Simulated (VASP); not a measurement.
AlN: band gap against strain

AlN (wurtzite, P6_3mc, 10.632 Å³/atom and stress up to 0.25 GPa in the relaxed cell, c along z) under an equal strain ε along x and y, with z held. PBE in VASP (plane waves, PAW), 600 eV, 12×12×6 Γ-centred mesh, Gaussian smearing 0.05 eV; ions are relaxed, or left where forces stay under 0.02 eV/Å, within the symmetry of each cell. Gaps are the smallest on the run's k-mesh, which can miss an edge that lies off it, without spin-orbit coupling; in all rows the valence edge lies at Γ and the conduction edge at Γ.

Here s stands for strain and Eg for gap.

```csv
strain (%),gap (eV)
0.00,4.046
0.50,3.938
1.00,3.829
1.50,3.721
3.00,?
```

Taking a straight line for Eg over the 4 complete rows: Means: s 0.75000, Eg 3.8835. About the means, the sum of products is -0.27100 and the sum of squares of s is 1.2500; the slope is their ratio. Least squares gives Eg = 4.0461 - 0.21680·s. Residuals (row less fit): -0.0001, 0.0003, -0.0003, 0.0001; standard error 0.0003 (degrees of freedom: 2). Over these rows the gap moves by -21.68 ± 0.03 eV per unit strain.

Q: Estimate the missing Eg (s = 3.00); what did the run itself give?

A: Eg = 4.0461 - 0.21680 × 3.0 = 3.3957 eV. The calculation gives 3.410 eV, 0.0143 eV above the prediction (2.2 % of the range of Eg in the table). The row lies outside the fitted rows, so this is an extrapolation. The scatter of the fitted rows lies at the last printed digit.

A polynomial of degree 2 through the 6 other runs of the series gives 3.409 there, so most of the miss is curvature that the fit leaves out. Rows are the converged runs of the series near zero and its far end; series whose fitted rows scatter by over a few per cent of the range, as at a crossing or softening among them, aren't shown in this form, nor equations of state whose B0' disagrees with the runs' pressures. Most that stay on the fit to the last digits aren't either.
